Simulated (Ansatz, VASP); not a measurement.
## One calculation of BeOs, two programs

```
Be Os
1.0
     0.00000    2.25700    2.25700
     2.25700    0.00000    2.25700
     2.25700    2.25700    0.00000
Be Os
1 1
Direct
  0.00000 0.00000 0.00000
  0.50000 0.50000 0.50000
```

Change from the starting cell: species swapped into the GdBi type (Fm-3m, No. 225).

Alike in both runs: functional PBE; k mesh 6 × 6 × 6; occupations gaussian, width 0.1 eV; no spin polarisation.

Ansatz relaxed the structure, and its values are those at the end. VASP's run is a single point on that final structure, the one shown.

```csv
,VASP,Ansatz
version,VASP 6.6.1,Ansatz 0.2.0
potentials or method,"VASP PAW PBE potentials, release 64 (Be, Os)","scalar-relativistic, plane waves, PAW"
plane-wave cutoff (eV),520,420
valence electrons in the cell,10,18
```

```csv
,VASP,Ansatz,Ansatz less VASP
gap on the k mesh at the Fermi level (eV),none,none,-
pressure (GPa),0.5,0.0,-0.46
```

A gap of «none» marks a metal or a gap that the smearing closes. The two sets of potentials don't hold the same shells in valence.

Caveats: the k mesh is coarse (spacing up to 0.40 Å⁻¹), so the values aren't converged. Spin-orbit coupling is left out, which matters for the levels of Os.
